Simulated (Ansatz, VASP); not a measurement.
# Cross-check of C between VASP and Ansatz, part 2 of 2

Aim: how closely do two programs agree when they are given the same cell, functional and k mesh? The cell is taken from a series of VASP runs on this material, whose earlier steps may have relaxed, scaled or displaced it; both programs get it as it stands.

VASP 6.6.1 and Ansatz 0.2.0.

So far. Step 2 (VASP: band structure, r2SCAN): The run ends at a pressure of -3.20 GPa.

## Step 7: VASP: band structure, LDA

Level of this step: LDA; plane waves and PAW (C) (VASP).

The same cell, functional (in two slightly different forms), mesh and smearing now go to VASP, with its own data sets and cutoff.

The input, INCAR:

```
SYSTEM = C
PREC = Accurate
ENCUT = 460
EDIFF = 1E-06
NELM = 100
ISMEAR = 0
SIGMA = 0.03
LREAL = .FALSE.
ALGO = Normal
GGA = CA
NBANDS = 16
LORBIT = 11
LWAVE = .FALSE.
LCHARG = .FALSE.
KPAR = 4
LASPH = .TRUE.
```

The input, POSCAR:

```
C
1.0
    0.0000000000      1.7679418686      1.7679418686
    1.7679418686      0.0000000000      1.7679418686
    1.7679418686      1.7679418686      0.0000000000
C
2
Direct
    0.0000000000      0.0000000000      0.0000000000
    0.2500000000      0.2500000000      0.2500000000
```

The input, KPOINTS:

```
Automatic mesh
0
Gamma
10 10 10
0 0 0
```

The input, KPOINTS_OPT:

```
Line mode
10
Line-mode
Reciprocal
  0.00000000   0.00000000   0.00000000 GAMMA
  0.50000000   0.00000000   0.50000000 X

  0.50000000   0.00000000   0.50000000 X
  0.50000000   0.25000000   0.75000000 W

  0.50000000   0.25000000   0.75000000 W
  0.37500000   0.37500000   0.75000000 K

  0.37500000   0.37500000   0.75000000 K
  0.00000000   0.00000000   0.00000000 GAMMA

  0.00000000   0.00000000   0.00000000 GAMMA
  0.50000000   0.50000000   0.50000000 L

  0.50000000   0.50000000   0.50000000 L
  0.62500000   0.25000000   0.62500000 U

  0.62500000   0.25000000   0.62500000 U
  0.50000000   0.25000000   0.75000000 W

  0.50000000   0.25000000   0.75000000 W
  0.50000000   0.50000000   0.50000000 L

  0.50000000   0.50000000   0.50000000 L
  0.37500000   0.37500000   0.75000000 K

  0.62500000   0.25000000   0.62500000 U
  0.50000000   0.00000000   0.50000000 X
```

The projector-augmented-wave data sets are C (LDA family, release 64).

Launch:

```sh
$ mpirun -np 4 vasp_std
```

Numbers of over 12 decimals in the logs are rounded to 6 here.

What it wrote:

```text
[banner, memory and clock lines left out]
running    4 mpi-ranks, on    1 nodes
[...]
LDA part: xc-table for (Slater(with rela. corr.)+CA(PZ))
 , standard interpolation
 POSCAR, INCAR and KPOINTS ok, starting setup
[...]
entering main loop
       N       E                     dE             d eps       ncg     rms          rms(c)
DAV:   1    -0.952225084894E+00   -0.95223E+00   -0.41271E+03  1528   0.449E+02
DAV:   2    -0.208631261284E+02   -0.19911E+02   -0.19317E+02  1960   0.103E+02
DAV:   3    -0.211077478783E+02   -0.24462E+00   -0.24457E+00  1728   0.885E+00
DAV:   4    -0.211079253982E+02   -0.17752E-03   -0.17752E-03  1952   0.309E-01
[...]
DAV:   9    -0.202481847174E+02    0.53220E-04   -0.60052E-05  1872   0.471E-02    0.246E-02
DAV:  10    -0.202481868411E+02   -0.21237E-05   -0.41331E-06  1840   0.127E-02    0.543E-03
DAV:  11    -0.202481866790E+02    0.16216E-06   -0.23912E-07   968   0.280E-03
   1 F= -.20248187E+02 E0= -.20248187E+02  d E =-.330753E-12
 Start KPOINTS_OPT (optional k-point list driver)
k-point batch [1-47\100]
       N       E                     dE             ncg
DAV:   1     0.150406238388E+04   -0.12512E+05     1560
DAV:   2     0.573057051369E+03   -0.93101E+03     1992
DAV:   3     0.559234267177E+03   -0.13823E+02     1712
DAV:   4     0.559224115475E+03   -0.10152E-01     2016
DAV:   5     0.559224106887E+03   -0.85876E-05     1704
DAV:   6     0.559224106878E+03   -0.94675E-08     1600
[...]
k-point batch [95-100\100]
       N       E                     dE             ncg
DAV:   1     0.174716946955E+05   -0.25538E+04      200
DAV:   2     0.173627719790E+05   -0.10892E+03      256
DAV:   3     0.173615495582E+05   -0.12224E+01      240
DAV:   4     0.173615488886E+05   -0.66962E-03      256
DAV:   5     0.173615488882E+05   -0.45502E-06      240
```

Parts of OUTCAR (step 7):

```text
  Total       -0.0189518     -0.0189518     -0.0189518      0.0000000     -0.0000000     -0.0000000
  in kB       -2.7474392     -2.7474392     -2.7474392      0.0000000     -0.0000000     -0.0000000
  external PRESSURE =      -2.7474392 kB  Pullay stress =       0.0000000 kB

 POSITION                                       TOTAL-FORCE (eV/Angst)
 -----------------------------------------------------------------------------------
      0.00000      0.00000      0.00000         0.000000      0.000000      0.000000
      0.88397      0.88397      0.88397        -0.000000     -0.000000     -0.000000
 -----------------------------------------------------------------------------------
    total drift:                               -0.000000     -0.000000     -0.000000

  FREE ENERGIE OF THE ION-ELECTRON SYSTEM (eV)
  ---------------------------------------------------
  free  energy   TOTEN  =       -20.2481866790 eV

  energy  without entropy=      -20.2481866790  energy(sigma->0) =      -20.24818668

[... 1 part as in an earlier step ...]

[... 2 further parts left out ...]
[key lines of the parts left out:]
E-fermi :  10.2387
```

The run ends at a pressure of -0.27 GPa.

## Step 8: Differences

What differs besides the data sets and the points named for the pairs above, as far as they apply: the two LDA forms differ slightly; the cutoff is 420 eV in Ansatz and 460 eV in VASP; VASP's log shows a relativistic correction to its local exchange, Ansatz's none. Total energies have different zeros and are not compared.

Compared:

```csv
quantity,Ansatz,VASP,difference
pressure (GPa),-1.62,-0.27,-1.34
pressure without Ansatz's Pulay correction (GPa),-2.93,-0.27,-2.66
gap over the path points (eV),4.178,4.177,+0.001
```

Levels at points of the path, from each program's valence-band top (eV; 3 filled, then empty):

```csv
k (reciprocal lattice),Ansatz,VASP
0.000 0.000 0.000,0.00 0.00 0.00 5.61 5.61 5.61,0.00 0.00 0.00 5.62 5.62 5.62
0.167 0.000 0.167,-2.65 -2.65 -2.19 4.96 9.11 9.11,-2.64 -2.64 -2.17 4.97 9.13 9.13
0.333 0.000 0.333,-7.12 -5.45 -5.45 4.19 7.75 14.20,-7.11 -5.44 -5.44 4.19 7.75 14.23
0.389 0.000 0.389,-9.03 -6.01 -6.01 4.18 6.43 15.61,-9.02 -6.00 -6.00 4.18 6.43 15.65
0.500 0.000 0.500,-12.81 -6.46 -6.46 4.77 4.77 17.00,-12.79 -6.45 -6.45 4.76 4.76 17.04
0.500 0.083 0.583,-12.64 -7.00 -7.00 5.79 5.79 16.49,-12.62 -6.99 -6.99 5.79 5.79 16.53
0.500 0.194 0.694,-12.07 -8.33 -8.33 9.21 9.21 13.90,-12.06 -8.32 -8.32 9.22 9.22 13.94
0.500 0.250 0.750,-11.93 -8.59 -8.59 10.56 10.56 12.65,-11.91 -8.59 -8.59 10.57 10.57 12.68
0.458 0.292 0.750,-11.65 -9.15 -7.48 8.61 10.87 13.21,-11.64 -9.14 -7.47 8.62 10.88 13.24
0.403 0.347 0.750,-11.75 -9.57 -5.80 6.08 10.85 14.31,-11.73 -9.56 -5.78 6.08 10.87 14.35
```

Among the levels compared at these points, filled levels agree within 16 meV and empty ones within 45 meV. Ansatz's pressure holds a Pulay correction of 1.31 GPa; VASP's holds none.

## Step 9: What the set-up changes

Further runs change the set-up of one program: Ansatz's method, potentials or start, or VASP's data sets, cutoff or form of LDA. The table gives Ansatz less VASP for each quantity, since a change that brings one quantity closer may part another.

```csv
run,pressure (GPa),gap over the path points (eV),pressure without Ansatz's Pulay correction (GPa)
as above,-1.3,0.0013,-2.7
cores kept as stored,-0.73,-0.0014,-2.1
Ansatz's all-electron LAPW method,-1.2,0.0046,
Ansatz's larger PAW set (cutoff 800 eV),-1.1,0.0045,-1.3
norm-conserving potentials (cutoff 1116 eV),0.99,0.045,0.77
```

## Step 10: VASP: single point, LDA

A single point gives forces, pressure and levels at one fixed geometry, so differences don't come from the geometry; what else differs is listed under the comparison. The cell compared in this pair holds 11.39 Å³, against 11.05 Å³ for the pair before.

The input, INCAR:

```
SYSTEM = C
PREC = Accurate
ENCUT = 440
EDIFF = 1E-08
NELM = 100
ISMEAR = 0
SIGMA = 0.01
LREAL = .FALSE.
ALGO = Normal
GGA = CA
NBANDS = 10
LORBIT = 11
LWAVE = .TRUE.
LCHARG = .FALSE.
KPAR = 4
```

The input, POSCAR:

```
C
1.0
    0.0000000000      1.7858110000      1.7858110000
    1.7858110000      0.0000000000      1.7858110000
    1.7858110000      1.7858110000      0.0000000000
C
2
Direct
    0.0000000000      0.0000000000      0.0000000000
    0.2500000000      0.2500000000      0.2500000000
```

The input, KPOINTS:

```
Automatic mesh
0
Gamma
7 7 7
0 0 0
```

Potentials, in the order of the species: C_GW (LDA family, release 64).

Launch:

```sh
$ mpirun -np 4 vasp_std
```

What it wrote:

```text
[... set-up lines as in an earlier step ...]
 entering main loop
       N       E                     dE             d eps       ncg     rms          rms(c)
DAV:   1     0.791883260820E+01    0.79188E+01   -0.41363E+03   416   0.715E+02
DAV:   2    -0.204082728671E+02   -0.28327E+02   -0.25556E+02   512   0.179E+02
DAV:   3    -0.210304081169E+02   -0.62214E+00   -0.62019E+00   492   0.208E+01
DAV:   4    -0.210326843473E+02   -0.22762E-02   -0.22760E-02   454   0.139E+00
[...]
DAV:   9    -0.202198301406E+02   -0.71423E-05   -0.19285E-05   462   0.448E-02    0.137E-02
DAV:  10    -0.202198318928E+02   -0.17522E-05   -0.11347E-06   478   0.104E-02    0.143E-03
DAV:  11    -0.202198318987E+02   -0.58959E-08   -0.11604E-08   506   0.150E-03
   1 F= -.20219832E+02 E0= -.20219832E+02  d E =-.713369E-29
 writing wavefunctions
```

From OUTCAR (step 10):

```text
  Total       -1.4173489     -1.4173489     -1.4173489      0.0000000      0.0000000      0.0000000
  in kB     -199.3658976   -199.3658976   -199.3658976      0.0000000      0.0000000      0.0000000
  external PRESSURE =    -199.3658976 kB  Pullay stress =       0.0000000 kB

 POSITION                                       TOTAL-FORCE (eV/Angst)
 -----------------------------------------------------------------------------------
      0.00000      0.00000      0.00000        -0.000000     -0.000000      0.000000
      0.89291      0.89291      0.89291         0.000000      0.000000     -0.000000
 -----------------------------------------------------------------------------------
    total drift:                               -0.000000     -0.000000     -0.000000

  FREE ENERGIE OF THE ION-ELECTRON SYSTEM (eV)
  ---------------------------------------------------
  free  energy   TOTEN  =       -20.2198318987 eV

  energy  without entropy=      -20.2198318987  energy(sigma->0) =      -20.21983190

[... 3 further parts left out ...]
[key lines of the parts left out:]
E-fermi :   9.7753
```

The run ends at a pressure of -19.94 GPa.

## Step 11: Ansatz: single point, LDA

The same cell, functional (in two slightly different forms), mesh and smearing now go to Ansatz, which takes its cutoff from its data sets.

The cell is taken from a series of VASP runs on this material, whose earlier steps may have relaxed, scaled or displaced it; both programs get it as it stands.

The input, input.yaml:

```yaml
crystal:
  lattice:
    - [0.0, 1.785811, 1.785811]
    - [1.785811, 0.0, 1.785811]
    - [1.785811, 1.785811, 0.0]
  atoms:
    - { symbol: C, position: [0.0, 0.0, 0.0] }
    - { symbol: C, position: [0.25, 0.25, 0.25] }
hamiltonian:
  xc: lda
  pseudopotentials: { kind: paw }
kpoints:
  mp_grid: { grid: [7, 7, 7] }
scf:
  occupations: { method: gaussian, width: 0.01 }
  n_extra_bands: 4
output:
  forces: true
  stress: true
  eigenvalues: true
```

Launch:

```sh
$ ansatz run input.yaml --threads 2 --pin off --max-ram 4608MiB --backend cpu --events-out ev --progress --plain --runs-dir out
```

What it wrote:

```text
[...]
Crystal: 2 atoms, lattice volume = 11.390 Å³
Basis set: ecut = 420 eV, 229 PW (Γ)
Bands: 8, of which v1, the nominal top of the filled ones, is band 4 counted from 1 (3 counted from 0)
Symmetry: 48 space group operations
[...]
k-points: 20 of 343
[...]
SCF iter   1: F=—  HF=-485.965271 eV  |F-HF|=—  |Δ(HF+E_count)|=         —  Δρ=7.08e-3  dr2=1.94e-3  ethr=1.77e-3  ⟨swp⟩=5.2  Hψ=1053  notcnv=0
[...]
SCF iter   6: F=-485.964691 eV  HF=-485.964691 eV  |F-HF|=4.15e-12  |Δ(HF+E_count)|=  3.74e-10  Δρ=5.55e-7  dr2=1.14e-11  ethr=1.17e-11  ⟨swp⟩=1.0  Hψ=483  notcnv=0
SCF 1 converged in 6 iterations: F = -485.964691 eV  dr2 = 1.14e-11
[...]
SCF converged after 6 iterations
Free energy (F): -485.964691 eV
[...]
Internal energy: -485.964691 eV  (E = F + TS)
E sigma→0 (E₀):  -485.964691 eV
Fermi energy:    15.099329 eV
[...]
--- Stress (GPa, compression-positive) ---
      -14.780106       0.000000      -0.000000
        0.000000     -14.780106      -0.000000
        0.000000      -0.000000     -14.780106
  P = ⅓ Tr σ = -14.7801 GPa (-147.801 kbar)
--- Band table (eV; the first three rows and the last of 20) ---
[...]
```

Run time: 0.23 s. Hardware: 2 threads of Arm Neoverse V1, shared host; peak memory 0.23 GiB.

The run ends at a pressure of -14.78 GPa.

## Step 12: Comparison

What differs besides the data sets and the points named for the pairs above, as far as they apply: the cutoff is 420 eV in Ansatz and 440 eV in VASP. Total energies have different zeros and are not compared.

Both answers:

```csv
quantity,Ansatz,VASP,difference
gap on the k mesh (eV),4.219,4.215,+0.004
```

Not compared: the pressure (VASP's GW data sets at this cutoff don't carry it). A gap on the mesh is an upper bound, since the band edges may lie between its points.

## Step 13: Other set-ups

Further runs change the set-up of one program: Ansatz's method, potentials or start, or VASP's data sets, cutoff or form of LDA. The table gives Ansatz less VASP for each quantity, since a change that brings one quantity closer may part another.

```csv
run,gap on the k mesh (eV)
as above,0.0037
cores kept as stored,9.0e-4
Ansatz's all-electron LAPW method,0.0030
Ansatz's larger PAW set (cutoff 800 eV),0.0028
norm-conserving potentials (cutoff 1116 eV),0.044
```

## Step 14: Outcome

| Property | Result |
| --- | --- |
| difference in pressure (band structure, r2SCAN) | -1.0 GPa |
| difference in pressure (band structure, LDA) | -1.3 GPa |
| difference in gap on the k mesh (single point, LDA) | 0.0037 eV |

The difference in pressure is -1.3 GPa (band structure, LDA), beyond the 1 GPa picked in this series as the mark of a large difference. VASP's data sets differ among the pairs, so a change from pair to pair isn't the functional's or the coupling's alone. Band structure, r2SCAN, cores kept as stored: the difference in pressure goes from -1.0 to -1.3 GPa; the difference in pressure without Ansatz's Pulay correction goes from -1.1 to -1.4 GPa. Band structure, r2SCAN, Ansatz's larger PAW set (cutoff 800 eV): the difference in pressure without Ansatz's Pulay correction goes from -1.1 to -1.5 GPa. Band structure, r2SCAN, norm-conserving potentials (cutoff 1200 eV): the difference in gap over the path points goes from 0.029 to 0.037 eV. Band structure, LDA, cores kept as stored: the difference in pressure goes from -1.3 to -0.73 GPa; the difference in gap over the path points goes from 0.0013 to -0.0014 eV. 2 further runs of this series are not shown here. How closely two codes agree says nothing of how well the functional describes the real material.

[Lines on the potential files, build, host, timing and source positions are cut from VASP's logs without a mark.]

[Logs are printed without paths, hosts, clocks, repeated set-up lines and the standing remarks that a program may print on its own settings, such as how far it seeks lower states.]

[Hosts, paths, dates, database ids (printed as entryN), source tags and the programs' standing remarks are cut or masked in the printed files.]
